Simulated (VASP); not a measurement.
Data:

```yaml
crystal:
  lattice:
    - [1.79255, -7.07408, 0.00000]
    - [1.79255, 7.07408, 0.00000]
    - [0.00000, 0.00000, 3.52743]
  atoms:
    - { symbol: Si, position: [0.93900, 0.06100, 0.25000] }
    - { symbol: Si, position: [0.06100, 0.93900, 0.75000] }
    - { symbol: Si, position: [0.25000, 0.75000, 0.25000] }
    - { symbol: Si, position: [0.75000, 0.25000, 0.75000] }
    - { symbol: Ag, position: [0.60400, 0.39600, 0.25000] }
    - { symbol: Ag, position: [0.39600, 0.60400, 0.75000] }
```

All values below come from PBE GGA, VASP's PBE PAW potentials (set 64) (plane waves; VASP). Numerical set-up: 300 eV cut-off, 5×5×5 Γ-centred mesh, Fermi-Dirac smearing of 0.10 eV, potentials Si Ag.

At this cut-off the stress carries a Pulay error, which pulls relaxed volumes low.

**Question.** Give the force on each atom (eV/Å).

**Answer.** 
```csv
atom,Fx,Fy,Fz
Si1,0.000,-0.102,0.000
Si2,0.000,0.102,0.000
Si3,0.000,0.011,0.000
Si4,0.000,-0.011,0.000
Ag5,0.000,0.103,0.000
Ag6,0.000,-0.103,0.000
```

**Question.** Give the stress tensor in GPa (positive for a compressed cell).

**Answer.** 
```
20.59   0.00   0.00
 0.00  13.82   0.00
 0.00   0.00  18.21
```
The pressure is its mean diagonal, 17.54 GPa.

The structure was generated: Si2Ag was put into an ordered model structure, which need not be its known phase. The cell was not relaxed at this level. The k-mesh is coarse (spacing up to 0.36 per Å, 2π included), so the numbers may not be converged in it.
